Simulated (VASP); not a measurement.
Output of a VASP run:

OSZICAR:
```
       N       E                     dE             d eps       ncg     rms          rms(c)
DAV:   1     0.113143056434E+03    0.11314E+03   -0.90607E+03  2016   0.136E+03
DAV:   2    -0.162255156313E+02   -0.12937E+03   -0.12207E+03  2320   0.338E+02
DAV:   3    -0.218779188094E+02   -0.56524E+01   -0.55733E+01  2960   0.642E+01
DAV:   4    -0.221230835852E+02   -0.24516E+00   -0.24500E+00  2624   0.124E+01
DAV:   5    -0.221288003456E+02   -0.57168E-02   -0.57164E-02  2916   0.172E+00    0.203E+01
DAV:   6    -0.188463799495E+02    0.32824E+01   -0.16304E+01  2280   0.280E+01    0.760E+00
DAV:   7    -0.187262208931E+02    0.12016E+00   -0.75574E-01  2376   0.697E+00    0.550E+00
DAV:   8    -0.187213981456E+02    0.48227E-02   -0.13367E-01  2200   0.357E+00    0.127E+00
DAV:   9    -0.187179990011E+02    0.33991E-02   -0.27201E-02  2636   0.113E+00    0.429E-01
DAV:  10    -0.187184983066E+02   -0.49931E-03   -0.19611E-03  2300   0.574E-01    0.320E-01
DAV:  11    -0.187183276996E+02    0.17061E-03   -0.64050E-04  2228   0.205E-01    0.172E-02
DAV:  12    -0.187183266992E+02    0.10004E-05   -0.12664E-05  2968   0.392E-02    0.120E-02
DAV:  13    -0.187183263878E+02    0.31142E-06   -0.45734E-07  2356   0.669E-03    0.108E-03
DAV:  14    -0.187183263935E+02   -0.57603E-08   -0.19959E-08  1284   0.124E-03
   1 F= -.18718326E+02 E0= -.18718267E+02  d E =-.178462E-03
```

OUTCAR:
```
------------------------ aborting loop because EDIFF is reached ----------------------------------------
  FORCE on cell =-STRESS in cart. coord.  units (eV):
  Direction    XX          YY          ZZ          XY          YZ          ZX
  --------------------------------------------------------------------------------------
  Total       -0.0123843     -0.0123843     -0.0123843     -0.0000000      0.0000000      0.0000000
  in kB       -0.7508818     -0.7508818     -0.7508818     -0.0000000      0.0000000      0.0000000
  external PRESSURE =      -0.7508818 kB  Pullay stress =       0.0000000 kB
  volume of cell :       26.42
      direct lattice vectors                 reciprocal lattice vectors
     0.000000000  2.364068190  2.364068190    -0.211499821  0.211499821  0.211499821
     2.364068190  0.000000000  2.364068190     0.211499821 -0.211499821  0.211499821
     2.364068190  2.364068190  0.000000000     0.211499821  0.211499821 -0.211499821
 POSITION                                       TOTAL-FORCE (eV/Angst)
 -----------------------------------------------------------------------------------
      0.00000      0.00000      0.00000        -0.000000     -0.000000      0.000000
      2.36407      2.36407      2.36407         0.000000      0.000000      0.000000
 -----------------------------------------------------------------------------------
    total drift:                                0.000000      0.000000      0.000000
  FREE ENERGIE OF THE ION-ELECTRON SYSTEM (eV)
  ---------------------------------------------------
  free  energy   TOTEN  =       -18.7183263935 eV

  energy  without entropy=      -18.7181479317  energy(sigma->0) =      -18.71826691
```
(Selected blocks of OUTCAR.)

POSCAR:
```
ZrC
1
    0.0000000000     2.3640681896     2.3640681896
    2.3640681896     0.0000000000     2.3640681896
    2.3640681896     2.3640681896     0.0000000000
Zr C
1 1
Direct
  0.0000000000   0.0000000000   0.0000000000
  0.5000000000   0.5000000000   0.5000000000
```

Q: Write an INCAR and KPOINTS that could have produced this output.

A: One answer among several that fit: the input of the run itself, revPBE GGA, plane waves, VASP's PBE PAW potentials (set 64).

### KPOINTS
```
Automatic mesh
0
Gamma
13 13 13
0 0 0
```

INCAR:
```
SYSTEM = ZrC
PREC = Accurate
ENCUT = 520
EDIFF = 1E-7
NELM = 100
ALGO = Normal
LREAL = .FALSE.
LASPH = .TRUE.
ISMEAR = 1
SIGMA = 0.1
GGA = RE
LMAXMIX = 4
LWAVE = .FALSE.
LCHARG = .FALSE.
ISIF = 2
```

POTCAR, in this order: Zr_sv C (PBE.64 set). Program: vasp_std.

The compound is ZrC in the rock salt structure. It was relaxed first.
